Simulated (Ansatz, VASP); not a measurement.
## One calculation of Si, two programs

File INCAR:

```
PREC = Accurate ; ENCUT = 520
EDIFF = 1E-6 ; ISMEAR = 0
SIGMA = 0.05 ; LREAL = F
LASPH = T ; NELM = 60
ALGO = Normal ; ISIF = 2
LWAVE = F ; LCHARG = F
GGA = CA ; NBANDS = 11
```

Contents of KPOINTS:

```
Automatic mesh
0
Gamma
  12 12 12
```

The input POSCAR:

```
Si
1.0
    0.0000000000      2.7154700000      2.5118097500
    2.7154700000      0.0000000000      2.5118097500
    2.7154700000      2.7154700000      0.0000000000
Si
2
Direct
    0.5000000000      0.5000000000      0.5000000000
    0.7500000000      0.7500000000      0.7500000000
```

Input for Ansatz:

```yaml
crystal:
  lattice:
    - [0.0, 2.71547, 2.51180975]
    - [2.71547, 0.0, 2.51180975]
    - [2.71547, 2.71547, 0.0]
  atoms:
    - { symbol: Si, position: [0.5, 0.5, 0.5] }
    - { symbol: Si, position: [0.75, 0.75, 0.75] }
basis:
  ecutwfc: 420
kpoints:
  mp_grid: { grid: [12, 12, 12] }
hamiltonian:
  xc: lda
scf:
  occupations: { method: gaussian, width: 0.05 }
output:
  forces: true
  stress: true
  eigenvalues: true
```

Change from the starting cell: strain -0.0750 x Voigt [0, 0, 1, 0, 0, 0], atoms carried along.

Alike in both runs: task single point; functional LDA; k mesh 12 × 12 × 12; occupations gaussian, width 0.05 eV; no spin polarisation.

|  | VASP | Ansatz |
| --- | --- | --- |
| version | VASP 6.6.1 | Ansatz 0.2.0 |
| potentials or method | VASP PAW LDA potentials, release 64 (Si) | scalar-relativistic, plane waves, PAW |
| plane-wave cutoff (eV) | 520 | 420 |
| valence electrons in the cell | 8 | 8 |

|  | VASP | Ansatz | Ansatz less VASP |
| --- | --- | --- | --- |
| gap on the k mesh at the Fermi level (eV) | none | none | - |
| pressure (GPa) | 6.5 | 6.5 | -0.07 |
| largest component of the traceless stress (GPa) | 3.93 | 3.93 | +0.004 |

A gap of «none» marks a metal or a gap that the smearing closes.
